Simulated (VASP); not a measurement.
# Nb2SiO2 (I4/mmm) in VASP: elastic constants with PBE

Aim: the elastic constants of Nb2SiO2 with PBE.

Program: VASP 6.6.1. These are calculated values, not measurements. Logs are shortened: lines on timing, memory, paths and dates and some standing lists are left out, and cuts for length are marked.

**1. The crystal as given**

Symmetry: I4/mmm, No. 139, tetragonal system. Conventional cell: a = 3.451 Å, b = 3.451 Å, c = 10.737 Å, α = 90.00°, β = 90.00°, γ = 90.00°. Nb (site symmetry 4mm) has 4 O at 2.13 Å as nearest neighbours. Si (site symmetry 4/mmm) is surrounded by 8 Nb at 2.83 Å and 8 O at 3.19 Å. Around O (site symmetry -4m2) lie 4 Nb at 2.13 Å and 4 O at 2.44 Å.

The cell was built by a generator and needn't be a form met in nature.

**2. Elastic constants, PBE**

File POSCAR:

```
Nb2SiO2
1.0
   -1.7254900000      1.7254900000      5.3683200000
    1.7254900000     -1.7254900000      5.3683200000
    1.7254900000      1.7254900000     -5.3683200000
Nb Si O
2 1 2
Direct
    0.3662700000      0.3662700000      0.0000000000
    0.6337300000      0.6337300000      0.0000000000
    0.0000000000      0.0000000000      0.0000000000
    0.7500000000      0.2500000000      0.5000000000
    0.2500000000      0.7500000000      0.5000000000
```

File INCAR.step1:

```
PREC = Accurate
ENCUT = 520
EDIFF = 1E-8
ISMEAR = 0
SIGMA = 0.1
LREAL = F
LASPH = T
NELM = 60
ALGO = Normal
ISIF = 3
LWAVE = F
LCHARG = F
GGA = PE
KPAR = 8
IBRION = 2
NSW = 40
EDIFFG = -0.002
```

File INCAR.step2:

```
PREC = Accurate
ENCUT = 520
EDIFF = 1E-8
ISMEAR = 0
SIGMA = 0.1
LREAL = F
LASPH = T
NELM = 60
ALGO = Normal
ISIF = 3
LWAVE = F
LCHARG = F
GGA = PE
KPAR = 8
IBRION = 6
NFREE = 2
POTIM = 0.015
NSW = 1
```

File KPOINTS:

```
Automatic mesh
0
Gamma
  8 8 8
```

Potentials or basis: VASP PAW PBE potentials, release 64 (Nb_sv, Si, O).

Command:

```sh
$ cat potpaw_PBE.64/Nb_sv/POTCAR potpaw_PBE.64/Si/POTCAR potpaw_PBE.64/O/POTCAR > POTCAR
$ cp INCAR.step1 INCAR
$ mpirun -np 8 vasp_std > vasp.out
$ cp CONTCAR POSCAR
$ cp INCAR.step2 INCAR
$ mpirun -np 8 vasp_std > vasp.out
```

OUTCAR:

```text
PREC = Accurate
   ENCUT = 520
   EDIFF = 1E-8
   ISMEAR = 0
   LREAL = F
   LASPH = T
   NELM = 60
   ISIF = 3
   GGA = PE
   IBRION = 6
   NFREE = 2
   POTIM = 0.015
   NSW = 1

 ion  position               nearest neighbor table
   1  0.366  0.366  0.000-   4 2.13   5 2.13   5 2.13   4 2.13   3 2.83   3 2.83   3 2.83   3 2.83
                             2 2.87
   2  0.634  0.634  0.000-   5 2.13   4 2.13   4 2.13   5 2.13   3 2.83   3 2.83   3 2.83   3 2.83
                             1 2.87
   3  0.000  0.000  0.000-   2 2.83   2 2.83   2 2.83   1 2.83   2 2.83   1 2.83   1 2.83   1 2.83

   4  0.750  0.250  0.500-   1 2.13   2 2.13   1 2.13   2 2.13
   5  0.250  0.750  0.500-   1 2.13   2 2.13   1 2.13   2 2.13

  LATTYP: Found a body centered tetragonal cell.
 ALAT       =     3.4501072224
 C/A-ratio  =     3.1124680068

  Lattice vectors:

 A1 = (  -1.7250536112,   1.7250536112,   5.3691741748)
 A2 = (   1.7250536112,  -1.7250536112,   5.3691741748)
 A3 = (   1.7250536112,   1.7250536112,  -5.3691741748)

Analysis of symmetry for initial positions (statically):
=====================================================================
 Subroutine PRICEL returns:
 Original cell was already a primitive cell.

 Routine SETGRP: Setting up the symmetry group for a
 body centered tetragonal supercell.

 Subroutine GETGRP returns: Found 16 space group operations
 (whereof 16 operations were pure point group operations)
 out of a pool of 16 trial point group operations.

The static configuration has the point symmetry D_4h.

Analysis of symmetry for dynamics (positions and initial velocities):
=====================================================================
 Subroutine PRICEL returns:
 Original cell was already a primitive cell.

[... 1052 lines left out ...]

------------------------ aborting loop because EDIFF is reached ----------------------------------------

  FORCE on cell =-STRESS in cart. coord.  units (eV):
  Direction    XX          YY          ZZ          XY          YZ          ZX
  --------------------------------------------------------------------------------------
  -------------------------------------------------------------------------------------
  Total        0.0477383     -0.0396558      0.0086626      0.0000000      0.0000000      0.0000000
  in kB        1.1967542     -0.9941343      0.2171628      0.0000000      0.0000000      0.0000000
  external PRESSURE =       0.1399276 kB  Pullay stress =       0.0000000 kB
[... 20 lines left out ...]
  FREE ENERGIE OF THE ION-ELECTRON SYSTEM (eV)
  ---------------------------------------------------
  free  energy   TOTEN  =       -43.0971082383 eV

  energy  without entropy=      -43.0901016365  energy(sigma->0) =      -43.09360494

 INTERNAL STRAIN TENSORS FROM STRAINED CELLS
 ============================================

 INTERNAL STRAIN TENSOR FOR ION    1 for displacements in x,y,z  (eV/Angst):
          X           Y           Z          XY          YZ          ZX
  --------------------------------------------------------------------------------
  x    -0.00000    -0.00000    -0.00000    -0.00000     0.00000    -7.22616
  y     0.00000    -0.00000    -0.00000    -0.00000    -7.23066     0.00000
  z    -9.47502    -9.47301    -6.11526    -0.00049     0.00009    -0.00013

 INTERNAL STRAIN TENSORS FROM DISPLACED ATOMS
 ============================================

 INTERNAL STRAIN TENSOR FOR ION    1 for displacements in x,y,z  (eV/Angst):
          X           Y           Z          XY          YZ          ZX
  --------------------------------------------------------------------------------
  x     0.00000     0.00000     0.00000     0.00000     0.00000    -7.25367
  y    -0.00000    -0.00000    -0.00000     0.00000    -7.25368     0.00000
  z    -9.46852    -9.46852    -6.20543     0.00000     0.00000     0.00000

 INTERNAL STRAIN TENSOR FOR ION    5 for displacements in x,y,z  (eV/Angst):
          X           Y           Z          XY          YZ          ZX
  --------------------------------------------------------------------------------
  x     0.00000     0.00000     0.00000     0.00000     0.00000     5.50047
  y     0.00000    -0.00000     0.00000     0.00000    -5.50046     0.00000
  z     2.92134    -2.92134     0.00000     0.00000     0.00000     0.00000

 Eigenvectors and eigenvalues of the dynamical matrix
 ----------------------------------------------------

   1 f  =   17.581945 THz   110.470620 2PiTHz  586.470567 cm-1    72.713050 meV
             X         Y         Z           dx          dy          dz
      0.000000  0.000000  3.933338    -0.007795   -0.096321    0.000000
      0.000000  0.000000  6.805010     0.007795    0.096321    0.000000
      0.000000  0.000000  0.000000     0.000000   -0.000000   -0.000000
      0.000000  1.725054  2.684587    -0.056502    0.698190   -0.000000
      1.725054  0.000000  2.684587     0.056502   -0.698190    0.000000
[... 105 lines left out ...]
  15 f/i=    0.002301 THz     0.014459 2PiTHz    0.076759 cm-1     0.009517 meV
             X         Y         Z           dx          dy          dz
      0.000000  0.000000  3.933338    -0.454418    0.413926   -0.000000
      0.000000  0.000000  6.805010    -0.454418    0.413926   -0.000000
      0.000000  0.000000  0.000000    -0.249698    0.227448   -0.000000
      0.000000  1.725054  2.684587    -0.188666    0.171855   -0.000000
      1.725054  0.000000  2.684587    -0.188666    0.171855   -0.000000

--------------------------------------------------------------------------------------------------------

 ELASTIC MODULI CONTR FROM IONIC RELAXATION (kBar)
 Direction    XX          YY          ZZ          XY          YZ          ZX
 --------------------------------------------------------------------------------
 XX        -215.6268    -19.0655    -76.9057      0.0000      0.0000      0.0000
 YY         -19.0655   -215.6268    -76.9057      0.0000     -0.0000      0.0000
 ZZ         -76.9057    -76.9057    -50.4021      0.0000     -0.0000      0.0000
 XY           0.0000      0.0000      0.0000      0.0000      0.0000      0.0000
 YZ           0.0000     -0.0000     -0.0000      0.0000   -195.5933     -0.0000
 ZX           0.0000      0.0000      0.0000      0.0000     -0.0000   -195.5933
 --------------------------------------------------------------------------------

 TOTAL ELASTIC MODULI (kBar)
 Direction    XX          YY          ZZ          XY          YZ          ZX
 --------------------------------------------------------------------------------
 XX        2745.1473   1903.8431   1317.1720      0.0000      0.0000      0.0000
 YY        1903.8431   2745.1473   1317.1720      0.0000     -0.0000      0.0000
 ZZ        1317.1720   1317.1720   4082.8883      0.0000     -0.0000      0.0000
 XY           0.0000      0.0000      0.0000    762.6694      0.0000      0.0000
 YZ           0.0000     -0.0000     -0.0000      0.0000    580.6210     -0.0000
 ZX           0.0000      0.0000      0.0000      0.0000     -0.0000    580.6227
 --------------------------------------------------------------------------------
```

OSZICAR.step1:

```text
N       E                     dE             d eps       ncg     rms          rms(c)
DAV:   1     0.468523931671E+03    0.46852E+03   -0.23775E+04  2950   0.170E+03
DAV:   2    -0.523791350585E+01   -0.47376E+03   -0.46822E+03  3568   0.637E+02
DAV:   3    -0.475702329724E+02   -0.42332E+02   -0.41779E+02  5116   0.150E+02
[... 53 lines left out ...]
DAV:   3    -0.430978263343E+02    0.26661E-06   -0.11167E-06  4569   0.859E-03    0.178E-03
DAV:   4    -0.430978263441E+02   -0.98371E-08   -0.31977E-07  5274   0.400E-03    0.557E-04
DAV:   5    -0.430978263976E+02   -0.53476E-07   -0.39565E-08  2971   0.136E-03    0.389E-04
DAV:   6    -0.430978264529E+02   -0.55314E-07   -0.37682E-09  2017   0.652E-04    0.198E-04
DAV:   7    -0.430978264995E+02   -0.46606E-07   -0.19045E-09  1832   0.520E-04    0.415E-05
DAV:   8    -0.430978264984E+02    0.11078E-08   -0.84609E-10  1798   0.421E-04
   5 F= -.43097826E+02 E0= -.43094327E+02  d E =-.176656E-05
```

Wall time 27 min (8 MPI ranks of Intel Xeon Platinum 8488C (Sapphire Rapids), shared host); peak memory 0.66 GiB.

Results:

| Quantity | Value |
| --- | --- |
| Voigt bulk modulus | 207 GPa |
| Highest phonon frequency at Γ, LO-TO splitting left out | 586 cm⁻¹ |

Phonon frequencies in cm⁻¹ (negative: imaginary):
```
              q point                                            frequencies
(0.000, 0.000, 0.000)  0 0 0 168 196 196 233 233 272 335 418 418 441 586 586
```

Elastic tensor in Voigt notation (GPa, in the Cartesian axes of the cell as first typed):
```
275 190 132   0   0   0
190 275 132   0   0   0
132 132 408   0   0   0
  0   0   0  58   0   0
  0   0   0   0  58   0
  0   0   0   0   0  76
```

Clamped-ion elastic tensor (GPa):
```
296 192 139   0   0   0
192 296 139   0   0   0
139 139 413   0   0   0
  0   0   0  78   0   0
  0   0   0   0  78   0
  0   0   0   0   0  76
```
